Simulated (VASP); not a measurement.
Data:

```xyz
4
Lattice="3.8876 -0.0778 0.0000 -0.0778 3.8876 0.0000 0.0000 0.0000 2.9870" Properties=species:S:1:pos:R:3 pbc="T T T"
Mn     1.9438    -0.0389     0.0946
Mn    -0.0389     1.9438     2.8924
O      0.0000     0.0000     0.0000
O      1.9049     1.9049     0.0000
```
Starting moments (μB, in the order of the record's atoms Mn Mn O O): 3.2 3.2 0.1 0.1.

The numbers are results of PBEsol GGA, VASP's PBE PAW potentials (set 64) (plane waves; VASP), not measurements. Settings: 600 eV cut-off, 8×8×10 Γ-centred mesh, first-order Methfessel-Paxton smearing of 0.10 eV, potentials Mn_pv O.

The moments were started parallel, and other spin orders were not tried in this run.

### Question
Give the force on each atom (eV/Å).

### Answer

| atom | Fx | Fy | Fz |
|---|---|---|---|
| Mn1 | 0.000 | 0.000 | -0.064 |
| Mn2 | 0.000 | 0.000 | 0.064 |
| O3 | 0.000 | 0.000 | 0.000 |
| O4 | 0.000 | 0.000 | 0.000 |

### Question
Give the stress tensor in GPa (positive for a compressed cell).

### Answer

```
2.33  4.37  0.00
4.37  2.33  0.00
0.00  0.00  0.02
```
The pressure is its mean diagonal, 1.56 GPa.

The structure was generated: MnO was put into the litharge type (P4/nmm), which need not be its known phase. This cell was strained or had an atom moved on purpose.
